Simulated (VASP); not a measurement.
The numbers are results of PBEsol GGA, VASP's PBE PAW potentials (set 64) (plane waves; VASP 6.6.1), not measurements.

A VASP calculation is set up with these files.

**POSCAR**
```
BaTiO3
8.1238120
  0.5000000012   0.0000000000   0.0000000000
  0.0000000000   0.5000000012   0.0000000000
  0.0000000000   0.0000000000   0.5000000012
Ba Ti O
1 1 3
Cartesian
  0.0000000000   0.0000000000   0.0000000000
  0.2500000006   0.2500000006   0.2500000006
  0.2500000006   0.0000000000   0.2500000006
  0.0000000000   0.2500000006   0.2500000006
  0.2500000006   0.2500000006   0.0000000000
```

INCAR:
```
LMAXMIX=4   # l cut-off of mixed one-centre charges
PREC=Accurate
SIGMA=0.05   # width (eV)
ISMEAR=0   # Gaussian
ALGO=Normal
SYSTEM=BaTiO3
LCHARG=.False.
GGA=PS
EDIFF=1E-7   # SCF stop (eV)
LASPH=.True.
ISIF=2
ENCUT=520   # plane-wave cut-off (eV)
LWAVE=.False.
NELM=100
LREAL=.False.
```

File KPOINTS:
```
kpoints
0
G
 6 6 6
```

POTCAR, in this order: Ba_sv Ti_sv O (PBE.64 set). Program: vasp_std.

The resulting files:

OUTCAR:
```
 ion  position               nearest neighbor table
   1  0.000  0.000  0.000-   3 2.87   4 2.87   5 2.87   3 2.87   4 2.87   4 2.87   5 2.87   4 2.87
                             3 2.87   5 2.87   3 2.87   5 2.87   2 3.52   2 3.52   2 3.52   2 3.52
   2  0.500  0.500  0.500-   3 2.03   4 2.03   5 2.03   5 2.03   3 2.03   4 2.03   1 3.52   1 3.52
                             1 3.52   1 3.52   1 3.52   1 3.52   1 3.52   1 3.52
   3  0.500  0.000  0.500-   2 2.03   2 2.03   1 2.87   1 2.87   1 2.87   1 2.87
   4  0.000  0.500  0.500-   2 2.03   2 2.03   1 2.87   1 2.87   1 2.87   1 2.87
   5  0.500  0.500  0.000-   2 2.03   2 2.03   1 2.87   1 2.87   1 2.87   1 2.87
  LATTYP: Found a simple cubic cell.
 ALAT       =     4.0619060095
 Subroutine PRICEL returns:
 Original cell was already a primitive cell.
 Subroutine GETGRP returns: Found 48 space group operations
The static configuration has the point symmetry O_h .
The dynamic configuration has the point symmetry O_h .
 Subroutine INISYM returns: Found 48 space group operations
 Subroutine IBZKPT returns following result:
 Found     20 irreducible k-points:

 Following reciprocal coordinates:
            Coordinates               Weight
  0.000000  0.000000  0.000000      1.000000
  0.166667  0.000000  0.000000      6.000000
  0.333333  0.000000  0.000000      6.000000
  0.500000  0.000000  0.000000      3.000000
...
```

**OSZICAR**
```
       N       E                     dE             d eps       ncg     rms          rms(c)
DAV:   1     0.450351004323E+03    0.45035E+03   -0.21319E+04   960   0.180E+03
DAV:   2     0.264709874967E+01   -0.44770E+03   -0.44050E+03  1168   0.483E+02
DAV:   3    -0.501167458003E+02   -0.52764E+02   -0.52155E+02  1432   0.150E+02
DAV:   4    -0.523359546256E+02   -0.22192E+01   -0.22179E+01  1360   0.293E+01
DAV:   5    -0.524193830567E+02   -0.83428E-01   -0.83425E-01  1352   0.399E+00    0.221E+01
DAV:   6    -0.421912446794E+02    0.10228E+02   -0.71986E+01  1488   0.731E+01    0.101E+01
DAV:   7    -0.420957307229E+02    0.95514E-01   -0.12263E+01  1240   0.247E+01    0.614E+00
DAV:   8    -0.418705241320E+02    0.22521E+00   -0.12592E+00  1272   0.105E+01    0.249E+00
DAV:   9    -0.418857365199E+02   -0.15212E-01   -0.21927E-01  1256   0.319E+00    0.115E+00
DAV:  10    -0.418749115863E+02    0.10825E-01   -0.78091E-02  1256   0.269E+00    0.460E-01
DAV:  11    -0.418728666186E+02    0.20450E-02   -0.15680E-02  1384   0.940E-01    0.994E-02
DAV:  12    -0.418728172524E+02    0.49366E-04   -0.32222E-03  1136   0.521E-01    0.885E-02
DAV:  13    -0.418727158396E+02    0.10141E-03   -0.55181E-04  1232   0.169E-01    0.769E-03
DAV:  14    -0.418727205909E+02   -0.47513E-05   -0.36491E-05  1272   0.548E-02    0.166E-02
DAV:  15    -0.418727188005E+02    0.17905E-05   -0.40682E-06  1216   0.203E-02    0.626E-03
DAV:  16    -0.418727182208E+02    0.57964E-06   -0.28047E-06  1376   0.106E-02    0.103E-03
DAV:  17    -0.418727182645E+02   -0.43704E-07   -0.23176E-07   824   0.425E-03
   1 F= -.41872718E+02 E0= -.41872718E+02  d E =-.129817E-27
```

File OUTCAR:
```
------------------------ aborting loop because EDIFF is reached ----------------------------------------
  FORCE on cell =-STRESS in cart. coord.  units (eV):
  Direction    XX          YY          ZZ          XY          YZ          ZX
  --------------------------------------------------------------------------------------
  Total       -3.7886080     -3.7886080     -3.7886080      0.0000000      0.0000000      0.0000000
  in kB      -90.5733940    -90.5733940    -90.5733940      0.0000000      0.0000000      0.0000000
  external PRESSURE =     -90.5733940 kB  Pullay stress =       0.0000000 kB
  volume of cell :       67.02
      direct lattice vectors                 reciprocal lattice vectors
     4.061906010  0.000000000  0.000000000     0.246189842  0.000000000  0.000000000
     0.000000000  4.061906010  0.000000000     0.000000000  0.246189842  0.000000000
     0.000000000  0.000000000  4.061906010     0.000000000  0.000000000  0.246189842
 POSITION                                       TOTAL-FORCE (eV/Angst)
 -----------------------------------------------------------------------------------
      0.00000      0.00000      0.00000         0.000000      0.000000      0.000000
      2.03095      2.03095      2.03095         0.000000      0.000000      0.000000
      2.03095      0.00000      2.03095         0.000000      0.000000      0.000000
      0.00000      2.03095      2.03095         0.000000      0.000000      0.000000
      2.03095      2.03095      0.00000         0.000000      0.000000      0.000000
 -----------------------------------------------------------------------------------
    total drift:                                0.000000      0.000000     -0.000000
  FREE ENERGIE OF THE ION-ELECTRON SYSTEM (eV)
  ---------------------------------------------------
  free  energy   TOTEN  =       -41.8727182645 eV

  energy  without entropy=      -41.8727182645  energy(sigma->0) =      -41.87271826
```
(Selected blocks of OUTCAR.)

The compound is BaTiO3 in the cubic perovskite structure, the ideal cubic form; the compound distorts at low or room temperature. This cell is one point of a volume scan, at 1.06 of the reference volume.
